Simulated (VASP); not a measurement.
Ir:

```
CELL_PARAMETERS angstrom
0.00000 1.91560 1.91560
1.91560 0.00000 1.91560
1.91560 1.91560 0.00000
ATOMIC_POSITIONS crystal
Ir 0.00000 0.00000 0.00000
```

| Quantity | Value |
| --- | --- |
| Program | VASP 6.6.1 |
| Task | relaxation of cell and atoms |
| Functional | PBE |
| Potentials or basis | VASP PAW PBE potentials, release 64 (Ir) |
| Cutoff | 600 eV |
| k mesh | 16 × 16 × 16 |
| Occupations | methfessel-paxton, width 0.1 eV |
| Spin | no spin polarisation |

At the start: pressure 12.5 GPa; volume 14.06 Å³/atom.

Problem. Where does the relaxation end?

Solution. Over 4 steps the energy falls by 17.8 meV/atom and the volume is 14.53 Å³/atom (+3.4 %); space group Fm-3m (No. 225, to 0.05 Å).

The path:
| step | energy change (eV) | largest force (eV/Å) | pressure (GPa) | volume (Å³) |
| --- | --- | --- | --- | --- |
| 1 | 0.0000 | 0.0000 | 12.55 | 14.06 |
| 2 | 0.1900 | 0.0000 | -31.03 | 16.42 |
| 3 | -0.0178 | 0.0000 | -0.63 | 14.56 |
| 4 | -0.0178 | 0.0000 | -0.07 | 14.53 |

Final structure:
```
Ir
1.0
     0.00000    1.93691    1.93691
     1.93691    0.00000    1.93691
     1.93691    1.93691    0.00000
Ir
1
Direct
  0.00000 0.00000 0.00000
```
